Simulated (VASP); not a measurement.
## Mg2Pd3Se2: single point with PBE

Mg2Pd3Se2:

```
Mg Se Pd
1.0
     6.43575    0.21100   -3.96743
    -0.01670    6.42341   -0.03086
     1.05691   -0.51005    5.08337
Mg Se Pd
4 4 6
Direct
  0.01549 0.80880 0.73595
  0.38357 0.09934 0.15405
  0.84428 0.23540 0.82355
  0.76760 0.46489 0.36128
  0.11821 0.45565 0.20025
  0.72491 0.04163 0.33725
  0.81914 0.72564 0.05746
  0.09421 0.10864 0.36763
  0.21462 0.80705 0.25455
  0.58053 0.87323 0.61027
  0.55926 0.27527 0.88861
  0.45422 0.47318 0.42889
  0.49077 0.68304 0.01410
  0.19226 0.34217 0.79565
```

The cell was built by a generator and needn't be a form met in nature.

```json
{
 "Program": "VASP 6.6.1",
 "Task": "single point",
 "Functional": "PBE",
 "Potentials or basis": "VASP PAW PBE potentials, release 64 (Mg, Se, Pd)",
 "Cutoff": "520 eV",
 "k mesh": "2 × 3 × 3",
 "Occupations": "fermi-dirac, width 0.05 eV",
 "Spin": "no spin polarisation"
}
```

```
Pressure               : 16.0 GPa
Largest force          : 1.665 eV/Å
Band gap on the k mesh : none (metal or under the smearing width)
```

Forces on the atoms (eV/Å):
```
Mg   0.449 -0.181 -0.736
Mg  -0.563 -0.068  0.048
Mg   1.232 -0.016 -0.474
Mg   0.271 -0.030 -0.009
Se  -0.026 -0.110 -0.226
Se  -0.137  0.661  0.204
Se  -0.682 -0.118 -1.168
Se   0.400  0.522  1.530
Pd   0.929 -1.055 -0.539
Pd   0.524 -0.053  0.547
Pd  -0.967 -0.170  0.562
Pd   0.484 -0.311  0.787
Pd  -1.160  0.075 -0.108
Pd  -0.753  0.853 -0.417
```

Stress tensor (GPa, compression positive):
```
15.80  0.54 -4.99
 0.54 19.54  0.43
-4.99  0.43 12.63
```

Levels at points of the mesh, in eV from the Fermi level:
```tsv
k point	band 44	band 45	band 46	band 47	band 48	band 49
(0.00, 0.00, 0.00)	-0.96	-0.63	-0.35	0.17	0.50	0.83
(0.50, 0.00, 0.00)	-0.83	-0.50	-0.38	0.05	0.51	1.05
```

Run time: 4.3 min on 1 thread of AMD EPYC 7R43 64-Core Processor (Zen 3), with other jobs on the host, peak memory 0.34 GiB.

Caveat: the k mesh is coarse (spacing up to 0.44 Å⁻¹), so the values aren't converged; so large a pressure means that the cell lies far from this level's equilibrium, or that cutoff or potentials fall short.
